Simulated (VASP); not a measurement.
Given:

```
CELL_PARAMETERS angstrom
      1.52000    -4.80642     0.00000
      1.52000     4.80642     0.00000
      0.00000     0.00000     4.01495
ATOMIC_POSITIONS crystal
  Cl 0.39832 0.60168 0.58056
  Cl 0.60168 0.39832 0.41944
  Cl 0.89832 0.10168 0.91944
  Cl 0.10168 0.89832 0.08056
```

These are PBE GGA, VASP's PBE PAW potentials (set 64) (plane waves; VASP) values and carry that method's errors. Settings: 400 eV cut-off, 7×7×5 Γ-centred mesh, tetrahedra, potentials Cl.

Which forces act on the atoms, in eV/Å?

```csv
atom,Fx,Fy,Fz
Cl1,0.000,4.626,-5.980
Cl2,0.000,-4.626,5.980
Cl3,0.000,4.626,5.980
Cl4,0.000,-4.626,-5.980
```

Give the stress tensor in GPa (positive for a compressed cell).

```
92.03   0.00   0.00
 0.00  58.50   0.00
 0.00   0.00  79.97
```
The pressure is its mean diagonal, 76.83 GPa.

The structure was generated: Cl was put into the black-P type (Cmce), which need not be its known phase. The cell was not relaxed at this level. The k-mesh is coarse (spacing up to 0.31 per Å, 2π included), so the numbers may not be converged in it. The run is one of a series of settings (ISMEAR = -4, SIGMA removed against the base run), some of them coarse on purpose.
